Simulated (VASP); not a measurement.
BAs: relaxation of cell and atoms with PBE

Crystal: BAs.

```
CELL_PARAMETERS angstrom
0.00000 2.38850 2.38850
2.38850 0.00000 2.38850
2.38850 2.38850 0.00000
ATOMIC_POSITIONS crystal
B 0.00000 0.00000 0.00000
As 0.25000 0.25000 0.25000
```

```
Program                : VASP 6.6.1
Task                   : relaxation of cell and atoms
Functional             : PBE
Potentials or basis    : VASP PAW PBE potentials, release 64 (B, As)
Cutoff                 : 520 eV
k mesh                 : 12 × 12 × 12
Occupations            : gaussian, width 0.02 eV
Spin                   : no spin polarisation
Further INCAR settings : ALGO = Fast; EDIFF = 0.05; IBRION = 2; EDIFFG = -0.002; NSW = 80; ISIF = 3
```

```json
{
 "Relaxed volume": "13.91 Å³/atom",
 "Relaxed cell": "a = 3.401 Å, b = 3.401 Å, c = 3.401 Å, α = 60.00°, β = 60.00°, γ = 60.00°",
 "Space group after relaxing (to 0.05 Å)": "F-43m (No. 216)",
 "Energy gained by relaxing": "3.3 meV/atom",
 "Ionic steps": "36",
 "Pressure after relaxing": "0.0 GPa",
 "Band gap on the k mesh": "1.20 eV, indirect (least direct gap 3.25 eV)"
}
```

Step by step:
| step | energy change (eV) | largest force (eV/Å) | pressure (GPa) | volume (Å³) |
| --- | --- | --- | --- | --- |
| 1 | 0.0000 | 0.0000 | 3.07 | 27.25 |
| 2 | -0.0080 | 0.0000 | 0.86 | 28.30 |
| 3 | 0.0013 | 0.0000 | -2.18 | 28.73 |
| 4 | -0.0036 | 0.0000 | -2.90 | 28.42 |
| 5 | -0.0046 | 0.0000 | -2.07 | 28.32 |
| 6 | -0.0065 | 0.0000 | -0.12 | 27.58 |
| 7 | -0.0043 | 0.0000 | 1.71 | 27.53 |
| 8 | -0.0046 | 0.0000 | 1.89 | 27.56 |
| 9 | -0.0068 | 0.0000 | 0.30 | 28.22 |
| 10 | -0.0044 | 0.0000 | -1.42 | 28.35 |
| 11 | -0.0054 | 0.0000 | -1.66 | 28.24 |
| 12 | -0.0066 | 0.0000 | -0.10 | 27.64 |
| 13 | -0.0051 | 0.0000 | 1.39 | 27.60 |
| 14 | -0.0053 | 0.0000 | 1.54 | 27.63 |
| 15 | -0.0068 | 0.0000 | 0.23 | 28.17 |
| 16 | -0.0052 | 0.0000 | -1.19 | 28.27 |
| 17 | -0.0058 | 0.0000 | -1.37 | 28.19 |
| 18 | -0.0066 | 0.0000 | -0.08 | 27.69 |
| 19 | -0.0056 | 0.0000 | 1.16 | 27.66 |
| 20 | -0.0058 | 0.0000 | 1.28 | 27.68 |
| 21 | -0.0068 | 0.0000 | 0.18 | 28.14 |
| 22 | -0.0056 | 0.0000 | -1.00 | 28.22 |
| 23 | -0.0061 | 0.0000 | -1.15 | 28.15 |
| 24 | -0.0066 | 0.0000 | -0.06 | 27.73 |
| 25 | -0.0059 | 0.0000 | 0.97 | 27.70 |
| 26 | -0.0060 | 0.0000 | 1.07 | 27.72 |
| 27 | -0.0068 | 0.0000 | 0.16 | 28.10 |
| 28 | -0.0059 | 0.0000 | -0.85 | 28.18 |
| 29 | -0.0063 | 0.0000 | -0.98 | 28.12 |
| 30 | -0.0066 | 0.0000 | -0.04 | 27.75 |
| 31 | -0.0062 | 0.0000 | 0.84 | 27.74 |
| 32 | -0.0068 | 0.0000 | 0.23 | 28.05 |
| 33 | -0.0060 | 0.0000 | -0.70 | 28.16 |
| 34 | -0.0065 | 0.0000 | -0.85 | 28.07 |
| 35 | -0.0065 | 0.0000 | -0.64 | 28.05 |
| 36 | -0.0067 | 0.0000 | 0.01 | 27.81 |

Final structure:
```cif
data_structure
_symmetry_space_group_name_H-M 'P 1'
_symmetry_Int_Tables_number 1
_cell_length_a 3.4008
_cell_length_b 3.4008
_cell_length_c 3.4008
_cell_angle_alpha 60.000
_cell_angle_beta 60.000
_cell_angle_gamma 60.000
_cell_volume 27.81
loop_
_atom_site_label
_atom_site_type_symbol
_atom_site_fract_x
_atom_site_fract_y
_atom_site_fract_z
_atom_site_occupancy
B1 B 0.00000 0.00000 0.00000 1
As1 As 0.25000 0.25000 0.25000 1
```

Levels at points of the mesh, in eV from the valence-band top:
```
           k point  band 2  band 3  band 4  band 5  band 6  band 7
(0.00, 0.00, 0.00)    0.00    0.00    0.00    3.25    3.25    3.25
(0.50, 0.00, 0.00)   -8.65   -1.79   -1.79    2.57    4.75    4.75
(0.50, 0.50, 0.00)   -8.42   -4.00   -4.00    1.44    1.45   11.17
```

Wall time 3.4 min on 1 thread of Intel(R) Xeon(R) Platinum 8259CL CPU @ 2.50GHz (Skylake/Cascade Lake) (shared host), peak memory 0.19 GiB.

A k mesh can miss the band edges. Zero-point motion and thermal expansion aren't in these numbers.
